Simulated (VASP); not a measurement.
```yaml
crystal:
  lattice:
    - [-1.39150, 1.39150, 1.34975]
    - [1.39150, -1.39150, 1.34975]
    - [1.39150, 1.39150, -1.34975]
  atoms:
    - { symbol: Fe, position: [0.00000, 0.00000, 0.00000], spin: 2.1 }
```

Computed with PBEsol GGA, VASP's PBE PAW potentials (set 64) (plane waves; VASP). Numerical set-up: 480 eV cut-off, 16×16×16 Γ-centred mesh, first-order Methfessel-Paxton smearing of 0.10 eV, potentials Fe.

### Question
What does the run give for the cell moment, energy per atom (σ→0), pressure, band gap (on the k-mesh) with the smallest direct gap where there is one?

### Answer

| Property | Result |
|---|---|
| band gap (on the k-mesh) | none (metal, semimetal or under 0.01 eV) |
| cell moment | 2.02 μB |
| energy per atom (σ→0) | -8.904 eV/atom |
| pressure | 7.76 GPa |

### Question
Give the moment on each site (PAW-sphere projection).

### Answer

```tsv
site	moment (μB)
Fe1	2.00
```

The absolute energy has meaning only against runs of the same code, potentials and settings.

The compound is Fe in the bcc structure. This cell was strained or had an atom moved on purpose.
